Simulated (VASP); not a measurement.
## WB (relaxed from the wurtzite structure, space group P6_3/mmc): computed properties

These are PBE GGA, VASP's PBE PAW potentials (set 64) (plane waves; VASP 6.6.1) values and carry that method's errors.

```json
{
  "space_group": "P6_3/mmc (194)",
  "cell": "a = b = 3.7541 Å, c = 4.3537 Å, α = β = 90.00°, γ = 120.00°",
  "volume_per_atom": "13.28 Å³/atom",
  "band gap (over mesh and band path)": "none (metal, semimetal or under 0.01 eV)",
  "density": "12.17 g/cm³"
}
```

```
CELL_PARAMETERS angstrom
      3.75413     0.00000     0.00000
     -1.87707     3.25118     0.00000
      0.00000     0.00000     4.35369
ATOMIC_POSITIONS crystal
  W  0.33333 0.66667 0.93753
  W  0.66667 0.33333 0.43753
  B  0.33333 0.66667 0.43747
  B  0.66667 0.33333 0.93747
```

Unless said otherwise, spin-orbit coupling is left out, though it shifts the bands of the heavy elements here.

The structure was generated: WB was put into the wurtzite type (P6_3mc), which need not be its known phase. It was relaxed first, which changed the volume by -42 %. The relaxed cell has space group P6_3/mmc. Symmetry was kept, so distortions that lower it aren't found.
